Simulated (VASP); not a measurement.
The system is As.

```
As
1.0
     1.88080    1.08588    3.51406
    -1.88080    1.08588    3.51406
     0.00000   -2.17176    3.51406
As
2
Direct
  0.77400 0.77400 0.77400
  0.22600 0.22600 0.22600
```

```yaml
Program: VASP 6.6.1
Task: relaxation of cell and atoms
Functional: PBE
Dispersion: D3(BJ)
Potentials_or_basis: VASP PAW PBE potentials, release 64 (As)
Cutoff: 600 eV
k_mesh: 12 × 12 × 12
Occupations: methfessel-paxton, width 0.1 eV
Spin: no spin polarisation
```

At the start: pressure 0.9 GPa; volume 21.53 Å³/atom.

Q: How do energy, volume and symmetry change on relaxing?

A: Over 11 steps the energy falls by 12.5 meV/atom and the volume is 20.91 Å³/atom (-2.9 %); space group R-3m (No. 166, to 0.05 Å).

The path:
| step | energy change (eV) | largest force (eV/Å) | pressure (GPa) | volume (Å³) |
| --- | --- | --- | --- | --- |
| 1 | 0.0000 | 0.4940 | 0.88 | 43.06 |
| 2 | -0.0098 | 0.0218 | -1.70 | 43.80 |
| 3 | -0.0108 | 0.0924 | -1.13 | 43.63 |
| 4 | -0.0172 | 0.0355 | -0.55 | 42.92 |
| 5 | -0.0204 | 0.0317 | 0.27 | 42.05 |
| 6 | -0.0240 | 0.0313 | 0.09 | 41.89 |
| 7 | -0.0249 | 0.0300 | -0.02 | 41.75 |
| 8 | -0.0249 | 0.0303 | -0.02 | 41.75 |
| 9 | -0.0250 | 0.0069 | 0.10 | 41.74 |
| 10 | -0.0250 | 0.0006 | 0.08 | 41.74 |
| 11 | -0.0250 | 0.0003 | -0.05 | 41.82 |

Final structure:
```xyz
2
Lattice="1.8952 1.0942 3.3608 -1.8952 1.0942 3.3608 0.0000 -2.1884 3.3608" Properties=species:S:1:pos:R:3 pbc="T T T"
As    0.0000    0.0000    7.7572
As    0.0000    0.0000    2.3253
```

Caveat: pairwise dispersion overbinds metals, which lowers pressure and volume.
